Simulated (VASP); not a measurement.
Set up this calculation in VASP 6.6.1, as the native input.

```
Task                   : single point
Functional             : PBEsol
Potentials or basis    : VASP PAW PBE potentials, release 64 (W_sv, Sn_d)
Cutoff                 : 520 eV
k mesh                 : 8 × 8 × 8
Occupations            : gaussian, width 0.05 eV
Spin                   : no spin polarisation
Dipole correction      : no
Further INCAR settings : ALGO = Normal; EDIFF = 1e-06; NBANDS = 36
```

The structure of SnW3 lies in POSCAR:

```
SnW3
1.0
    4.1398843970      0.0000000000      0.0000000000
    0.0000000000      4.1398843970      0.0000000000
    0.0000000000      0.0000000000      4.1398843970
W Sn
3 1
Direct
    0.0000000000      0.5000000000      0.5000000000
    0.5000000000      0.5000000000      0.0000000000
    0.5000000000      0.0000000000      0.5000000000
    0.0000000000      0.0000000000      0.0000000000
```

The cell comes from a database or a generator and needn't be the stable form of this composition.

One way to write it, as run:

INCAR

```
ALGO     = Normal         # electronic algorithm
EDIFF    = 1E-6           # SCF threshold, eV
ENCUT    = 520            # plane-wave cutoff, eV
GGA      = PS             # functional
ISIF     = 2              # what is computed and relaxed
ISMEAR   = 0              # smearing method
LASPH    = T              # aspherical terms in the spheres
LCHARG   = F              # write CHGCAR
LREAL    = F              # projectors in reciprocal space
LWAVE    = F              # write WAVECAR
NBANDS   = 36             # bands
NELM     = 100            # most SCF steps
PREC     = Accurate       # precision mode
SIGMA    = 0.05           # smearing width, eV
```

KPOINTS

```
k-points
0
Gamma
  8 8 8
```

Potentials or basis: VASP PAW PBE potentials, release 64 (W_sv, Sn_d).

Run with:

```bash
$ cat potpaw_PBE.64/W_sv/POTCAR potpaw_PBE.64/Sn_d/POTCAR > POTCAR
$ mpirun -np 1 vasp_std > vasp.out
```

Results of the run:

* Pressure: -13.9 GPa
* Band gap on the k mesh: none (metal or under the smearing width)

Caveat: the PAW data sets were made with another functional, which shifts forces and pressure a little.

It took 32 s on 1 thread of Intel(R) Xeon(R) Platinum 8559C (Emerald Rapids), with other jobs on the host, peak memory 0.21 GiB.
